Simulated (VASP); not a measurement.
An input for Ansatz (written as the equivalent of a VASP run, and not itself run):

Ansatz 0.2 input:
```yaml
crystal:
  lattice:
    - [4.2489710, 0.0000000, 0.0000000]
    - [-2.1244860, 3.6797170, 0.0000000]
    - [0.0000000, 0.0000000, 42.9628620]
  atoms:
    - { symbol: Cd, position: [0.3333330, 0.6666670, 0.2500000] }
    - { symbol: Cd, position: [0.6666670, 0.3333330, 0.7500000] }
    - { symbol: Cd, position: [0.0000000, 0.0000000, 0.4167000] }
    - { symbol: Cd, position: [0.0000000, 0.0000000, 0.5833000] }
    - { symbol: Cd, position: [0.0000000, 0.0000000, 0.0834000] }
    - { symbol: Cd, position: [0.0000000, 0.0000000, 0.9166000] }
    - { symbol: I, position: [0.6666670, 0.3333330, 0.3771000] }
    - { symbol: I, position: [0.3333330, 0.6666670, 0.6229000] }
    - { symbol: I, position: [0.3333330, 0.6666670, 0.1231000] }
    - { symbol: I, position: [0.6666670, 0.3333330, 0.8769000] }
    - { symbol: I, position: [0.3333330, 0.6666670, 0.9564000] }
    - { symbol: I, position: [0.6666670, 0.3333330, 0.0436000] }
    - { symbol: I, position: [0.6666670, 0.3333330, 0.5437000] }
    - { symbol: I, position: [0.3333330, 0.6666670, 0.4563000] }
    - { symbol: I, position: [0.3333330, 0.6666670, 0.7897000] }
    - { symbol: I, position: [0.6666670, 0.3333330, 0.2103000] }
    - { symbol: I, position: [0.0000000, 0.0000000, 0.7104000] }
    - { symbol: I, position: [0.0000000, 0.0000000, 0.2896000] }
kpoints:
  mp_grid: { grid: [14, 14, 2], shift: [0.5, 0.5, 0.5] }
hamiltonian:
  xc: pbe
  pseudopotentials: { kind: paw }
scf:
  occupations: { method: gaussian, width: 0.05 }
  max_iter: 100
output: { forces: true, stress: true, eigenvalues: true }
```

Question: Translate this input to VASP (INCAR, KPOINTS, POSCAR, choice of POTCAR).

Answer: One answer among several that fit: 
### POSCAR
```
CdI2
42.9628620
  0.0988986953   0.0000000000   0.0000000000
 -0.0494493593   0.0856487866   0.0000000000
  0.0000000000   0.0000000000   1.0000000000
Cd I
6 12
Cart
 -0.0000000572   0.0570992196   0.2500000000
  0.0494493932   0.0285495670   0.7500000000
  0.0000000000   0.0000000000   0.4167000000
  0.0000000000   0.0000000000   0.5833000000
  0.0000000000   0.0000000000   0.0834000000
  0.0000000000   0.0000000000   0.9166000000
  0.0494493932   0.0285495670   0.3771000000
 -0.0000000572   0.0570992196   0.6229000000
 -0.0000000572   0.0570992196   0.1231000000
  0.0494493932   0.0285495670   0.8769000000
 -0.0000000572   0.0570992196   0.9564000000
  0.0494493932   0.0285495670   0.0436000000
  0.0494493932   0.0285495670   0.5437000000
 -0.0000000572   0.0570992196   0.4563000000
 -0.0000000572   0.0570992196   0.7897000000
  0.0494493932   0.0285495670   0.2103000000
  0.0000000000   0.0000000000   0.7104000000
  0.0000000000   0.0000000000   0.2896000000
```

### KPOINTS
```
Automatic mesh
0
Gamma
14 14 2
0.5 0.5 0.5
```

INCAR:
```
! general
SYSTEM  = CdI2
PREC    = Accurate
ENCUT   = 300
LREAL   = Auto
LASPH   = T

! electronic loop
EDIFF   = 1E-6
NELM    = 100
ALGO    = Normal
LMAXMIX = 4

! smearing
ISMEAR  = 0
SIGMA   = 0.05

! functional
GGA     = PE

! ions
ISIF    = 2

! output
LWAVE   = F
LCHARG  = F
LORBIT  = 11
NEDOS   = 601
```

POTCAR, in this order: Cd I (PBE.64 set). Program: vasp_std.

The two are equivalent in intent, not identical: each code has its own PAW files, so the cut-off isn't converted (ENCUT is set for VASP's; basis.ecutwfc is left out, and Ansatz then takes the one that its files recommend); Ansatz stops its SCF on the density residual and VASP on the energy change (EDIFF).

The structure comes from a computed database's CdI2 entry; how it stands against other phases isn't given here. The cell was not relaxed at this level. The run is one of a series of settings (NEDOS = 601, KPOINTS 14×14×2 Γ-centred mesh shifted by (0.5, 0.5, 0.5) against the base run), some of them coarse on purpose.
